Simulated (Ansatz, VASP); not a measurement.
Two plane-wave programs on Zr3MoC

Contents of INCAR:

```
SYSTEM = Zr3MoC
PREC = Accurate
ENCUT = 900
EDIFF = 1E-7
ISMEAR = -1
SIGMA = 0.05
LREAL = .FALSE.
LASPH = .TRUE.
NELM = 60
ALGO = Normal
ISIF = 2
LWAVE = .FALSE.
LCHARG = .FALSE.
LMAXMIX = 4
GGA = PE
```

The input KPOINTS:

```
Automatic mesh
0
G
  5 5 5
  0 0 0
```

File POSCAR:

```
Zr3MoC
1.0
    4.9425100000      0.0000000000      0.0000000000
    0.0000000000      4.9425100000      0.0000000000
    0.0000000000      0.0000000000      4.9425100000
Zr Mo C
3 1 1
Direct
    0.5000000000      0.0000000000      0.0000000000
    0.0000000000      0.5000000000      0.0000000000
    0.0000000000      0.0000000000      0.5000000000
    0.0000000000      0.0000000000      0.0000000000
    0.5000000000      0.5000000000      0.5000000000
```

KPOINTS_OPT

```
path GXMGRX,MR
20
line-mode
reciprocal
 0.0000000000  0.0000000000  0.0000000000  G
 0.0000000000  0.5000000000  0.0000000000  X

 0.0000000000  0.5000000000  0.0000000000  X
 0.5000000000  0.5000000000  0.0000000000  M

 0.5000000000  0.5000000000  0.0000000000  M
 0.0000000000  0.0000000000  0.0000000000  G

 0.0000000000  0.0000000000  0.0000000000  G
 0.5000000000  0.5000000000  0.5000000000  R

 0.5000000000  0.5000000000  0.5000000000  R
 0.0000000000  0.5000000000  0.0000000000  X

 0.5000000000  0.5000000000  0.0000000000  M
 0.5000000000  0.5000000000  0.5000000000  R
```

input.yaml

```yaml
crystal:
  lattice:
    - [4.94251, 0.0, 0.0]
    - [0.0, 4.94251, 0.0]
    - [0.0, 0.0, 4.94251]
  atoms:
    - { symbol: Zr, position: [0.5, 0.0, 0.0] }
    - { symbol: Zr, position: [0.0, 0.5, 0.0] }
    - { symbol: Zr, position: [0.0, 0.0, 0.5] }
    - { symbol: Mo, position: [0.0, 0.0, 0.0] }
    - { symbol: C, position: [0.5, 0.5, 0.5] }
hamiltonian:
  xc: pbe
  pseudopotentials: { kind: paw }
kpoints:
  mp_grid: { grid: [5, 5, 5] }
  band_path:
    path:
      - [[0.0, 0.0, 0.0], [0.0, 0.5, 0.0], [0.5, 0.5, 0.0], [0.0, 0.0, 0.0], [0.5, 0.5, 0.5], [0.0, 0.5, 0.0]]
      - [[0.5, 0.5, 0.0], [0.5, 0.5, 0.5]]
    npoints: 14
scf:
  occupations: { method: fermi_dirac, width: 0.05 }
  n_extra_bands: 12
output:
  forces: true
  stress: true
  eigenvalues: true
  fatbands: false
```

The cell was built by a generator and needn't be a form met in nature.

Alike in both runs: task band structure; functional PBE; k mesh 5 × 5 × 5; occupations fermi-dirac, width 0.05 eV; no spin polarisation.

|  | VASP | Ansatz |
| --- | --- | --- |
| version | VASP 6.6.1 | Ansatz 0.2.0 |
| potentials or method | VASP PAW PBE potentials, release 64 (Zr_sv, Mo_sv, C_s) | Ansatz PAW |
| plane-wave cutoff (eV) | 900 | 420 |
| valence electrons in the cell | 54 | 54 |

VASP gave:

- gap on the k mesh at the Fermi level (eV): none
- pressure (GPa): 1.0

Problem. Which values does Ansatz return?

Solution. gap on the k mesh at the Fermi level (eV): none; pressure (GPa): 0.8.

A gap of «none» marks a metal or a gap that the smearing closes.
